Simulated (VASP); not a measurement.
Method: PBE GGA, VASP's PBE PAW potentials (set 64) (plane waves; VASP).

VASP input:

POSCAR:
```
RhTe
1
    3.9976352466     0.0000000000     0.0000000000
   -1.9988176233     3.4620539645     0.0000000000
    0.0000000000     0.0000000000     7.3586708854
Rh Te
2 2
Direct
  0.3333330000   0.6666670000   0.0108044639
  0.6666670000   0.3333330000   0.5108044639
  0.3333330000   0.6666670000   0.3641955361
  0.6666670000   0.3333330000   0.8641955361
```

INCAR:
```
ALGO  =  Normal
EDIFF  =  1E-7
ENCUT  =  400
GGA  =  PE
ISIF  =  2
ISMEAR  =  -5
LASPH  =  .TRUE.
LCHARG  =  .TRUE.
LEFG  =  .TRUE.
LMAXMIX  =  4
LORBIT  =  11
LREAL  =  .FALSE.
LWAVE  =  .FALSE.
NEDOS  =  601
NELM  =  100
PREC  =  Accurate
SYSTEM  =  RhTe
```

### KPOINTS
```
Automatic mesh
0
Gamma
10 10 5
0 0 0
```

POTCAR, in this order: Rh_pv Te (PBE.64 set). Program: vasp_std.

Unless said otherwise, spin-orbit coupling is left out, though it shifts the bands of the heavy elements here.

### Question
Predict the energy per atom (σ→0), band gap (on the k-mesh).

### Answer

```json
{
  "energy per atom (σ→0)": "-5.259 eV/atom",
  "band gap (on the k-mesh)": "none (metal, semimetal or under 0.01 eV)"
}
```

### OSZICAR
```
...
DAV:   8    -0.210347581415E+02    0.43245E-01   -0.20182E-01  2132   0.397E+00    0.526E-01
DAV:   9    -0.210353236804E+02   -0.56554E-03   -0.79376E-03  2213   0.496E-01    0.352E-01
DAV:  10    -0.210353237261E+02   -0.45652E-07   -0.14715E-03  2146   0.313E-01    0.172E-01
DAV:  11    -0.210353603740E+02   -0.36648E-04   -0.26096E-04  2156   0.107E-01    0.616E-02
DAV:  12    -0.210353655805E+02   -0.52064E-05   -0.25469E-05  2274   0.323E-02    0.239E-02
DAV:  13    -0.210353655130E+02    0.67503E-07   -0.13161E-05  2184   0.258E-02    0.644E-03
DAV:  14    -0.210353655947E+02   -0.81722E-07   -0.90037E-07  2323   0.563E-03
   1 F= -.21035366E+02 E0= -.21035366E+02  d E =0.000000E+00
```

The structure was generated: RhTe was put into the wurtzite type (P6_3mc), which need not be its known phase. It was relaxed first, which changed the volume by -25 %.
